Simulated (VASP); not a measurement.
```
CELL_PARAMETERS angstrom
      4.47445     0.00000     0.00000
      0.00000     4.47445     0.00000
      0.00000     0.00000     2.94253
ATOMIC_POSITIONS crystal
  Cr 0.00000 0.00000 0.00000
  Cr 0.50000 0.50000 0.50000
  O  0.30379 0.30379 0.00000
  O  0.80379 0.19621 0.50000
  O  0.19621 0.80379 0.50000
  O  0.69621 0.69621 0.00000
```
Starting moments (μB, in the order of the record's atoms Cr Cr O O O O): 2.1 2.1 -0.1 -0.1 -0.1 -0.1.

Calculation: revPBE GGA, VASP's PBE PAW potentials (set 64) (plane waves; VASP 6.6.1). Settings: 520 eV cut-off, 8×8×12 Γ-centred mesh, tetrahedra with Blöchl corrections, potentials Cr_pv O.

### Question
What does the run give for the cell moment, energy per atom (σ→0), band gap (on the k-mesh) with the smallest direct gap where there is one?

### Answer

| Property | Value |
|---|---|
| band gap (on the k-mesh) | none (metal, semimetal or under 0.01 eV) |
| cell moment | 4.00 μB |
| energy per atom (σ→0) | -8.022 eV/atom |

### Question
Give the moment on each site (PAW-sphere projection).

### Answer

| site | moment (μB) |
|---|---|
| Cr1 | 2.14 |
| Cr2 | 2.14 |
| O3 | -0.10 |
| O4 | -0.10 |
| O5 | -0.10 |
| O6 | -0.10 |

The absolute energy has meaning only against runs of the same code, potentials and settings.

The compound is CrO2 in the rutile structure. It was relaxed first.
